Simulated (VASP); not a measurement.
```xyz
2
Lattice="1.8513 -3.2065 0.0000 1.8513 3.2065 0.0000 0.0000 0.0000 5.8956" Properties=species:S:1:pos:R:3 pbc="T T T"
Gd     1.8513     1.0689     1.4739
Gd     1.8513    -1.0689     4.4217
```

The base run (VASP): PBE GGA, plane waves, VASP's PBE PAW potentials (set 64). Run with 400 eV cut-off, 10×10×6 Γ-centred mesh, first-order Methfessel-Paxton smearing of 0.10 eV, potentials Gd_3.

The 4f electrons are frozen in the core of the lanthanide potential, so 4f levels, which can set the real gap, and their magnetism are missing.

One setting is varied; ΔE counts from the most expensive setting. The base run took about 50 core-seconds. The timings are rough (shared machines, no repeats); factors under 2 mean little.

The pressure holds a Pulay error that falls with the cut-off, as the column shows.

```json
[
 {"setting": "ENCUT = 200", "cost over the base run": "within a factor of 2", "electronic steps": "12", "ΔE (meV/atom)": "7.0", "pressure (GPa)": "-2.35"},
 {"setting": "ENCUT = 350", "cost over the base run": "within a factor of 2", "electronic steps": "12", "ΔE (meV/atom)": "0.6", "pressure (GPa)": "-2.14"},
 {"setting": "base run", "cost over the base run": "reference", "electronic steps": "12", "ΔE (meV/atom)": "0.3", "pressure (GPa)": "-2.14"},
 {"setting": "ENCUT = 450", "cost over the base run": "within a factor of 2", "electronic steps": "12", "ΔE (meV/atom)": "0.1", "pressure (GPa)": "-2.14"},
 {"setting": "ENCUT = 600", "cost over the base run": "within a factor of 2", "electronic steps": "12", "ΔE (meV/atom)": "-0.1", "pressure (GPa)": "-2.13"},
 {"setting": "ENCUT = 700", "cost over the base run": "within a factor of 2", "electronic steps": "12", "ΔE (meV/atom)": "0.0", "pressure (GPa)": "-2.13"},
 {"setting": "ENCUT = 750", "cost over the base run": "about 2 times", "electronic steps": "12", "ΔE (meV/atom)": "0.0", "pressure (GPa)": "-2.13"}
]
```

Left out are runs that failed, have no time on record or changed the cell.

The compound is Gd in the hcp structure. The cell was not relaxed at this level.
